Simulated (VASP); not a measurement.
Given:

```
VS2
1.0
    3.11864     0.00000     0.00000
   -1.55932     2.70083     0.00000
    0.00000     0.00000    11.73654
V S
2 4
Direct
  0.66667   0.33333   0.75000
  0.33333   0.66667   0.25000
  0.33333   0.66667   0.87582
  0.66667   0.33333   0.12418
  0.66667   0.33333   0.37582
  0.33333   0.66667   0.62418
```

The numbers are results of PBEsol GGA with spin-orbit coupling, VASP's PBE PAW potentials (set 64) (plane waves; VASP), not measurements. Run with 400 eV cut-off, 10×10×3 Γ-centred mesh, Gaussian smearing of 0.050 eV, potentials V_sv S.

The run has a spin-polarised start. Without a dispersion term in the relaxation, distances and binding between the weakly bound layers, chains or molecules are unreliable, and so is what depends on them.

### Question
Give the energies of bands 39 to 52 at the high-symmetry points, in eV from the Fermi level.

### Answer

| band | Γ | M | K | A | L | H |
|---|---|---|---|---|---|---|
| 39 | -0.89 | -2.33 | -3.26 | -1.42 | -2.40 | -3.73 |
| 40 | -0.89 | -2.33 | -3.26 | -1.42 | -2.40 | -3.73 |
| 41 | -0.84 | -1.42 | -3.26 | -0.86 | -1.43 | -2.75 |
| 42 | -0.84 | -1.42 | -3.26 | -0.86 | -1.43 | -2.75 |
| 43 | -0.82 | -1.34 | -3.23 | -0.86 | -1.43 | -2.72 |
| 44 | -0.82 | -1.34 | -3.23 | -0.86 | -1.43 | -2.72 |
| 45 | -0.78 | -1.00 | -1.37 | -0.81 | -0.87 | -1.49 |
| 46 | -0.78 | -1.00 | -1.37 | -0.81 | -0.87 | -1.49 |
| 47 | 0.12 | -0.75 | -1.36 | -0.81 | -0.87 | -1.48 |
| 48 | 0.12 | -0.75 | -1.36 | -0.81 | -0.87 | -1.48 |
| 49 | 0.24 | -0.50 | 0.39 | 0.97 | -0.30 | 0.43 |
| 50 | 0.24 | -0.50 | 0.39 | 0.97 | -0.30 | 0.43 |
| 51 | 1.15 | -0.18 | 0.55 | 0.97 | -0.30 | 0.49 |
| 52 | 1.15 | -0.18 | 0.55 | 0.97 | -0.30 | 0.49 |

It has no gap at this level: it comes out as a metal or semimetal.

The structure comes from a computed database's VS2 entry (P6_3/mmc); how it stands against other phases isn't given here. It was relaxed first, which changed the volume by -11 %.
